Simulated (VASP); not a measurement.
Here is the system:

```
Hf
1.0
    1.56124    -2.70415     0.00000
    1.56124     2.70415     0.00000
    0.00000     0.00000     4.93726
Hf
2
Direct
  0.33333   0.66667   0.25000
  0.66667   0.33333   0.75000
```

Computed with LDA (Ceperley-Alder, Perdew-Zunger), VASP's LDA PAW potentials (set 64) (plane waves; VASP). Numerical set-up: 530 eV cut-off, 12×12×7 Γ-centred mesh, first-order Methfessel-Paxton smearing of 0.10 eV, potentials Hf_pv.

Finite-difference elastic constants of metals are sensitive to mesh and smearing; shear constants can be off by tens of GPa.

Question: Give the elastic stiffness tensor with the ions relaxed (GPa, in the frame of the cell).

Answer: 
```tsv
	xx	yy	zz	yz	xz	xy
xx	178	97.3	80.9	0.0	0.0	0.0
yy	97.3	178	80.9	0.0	0.0	0.0
zz	80.9	80.9	213	0.0	0.0	0.0
yz	0.0	0.0	0.0	40.9	0.0	0.0
xz	0.0	0.0	0.0	0.0	40.9	0.0
xy	0.0	0.0	0.0	0.0	0.0	40.2
```

Question: Predict the Hill bulk modulus, Hill shear modulus, Young's modulus, Poisson's ratio.

Answer: 
- Hill bulk modulus = 121 GPa
- Hill shear modulus = 44.3 GPa
- Young's modulus = 118 GPa
- Poisson's ratio = 0.336

The compound is Hf in the hcp structure. It was relaxed first, which changed the volume by -6 %.
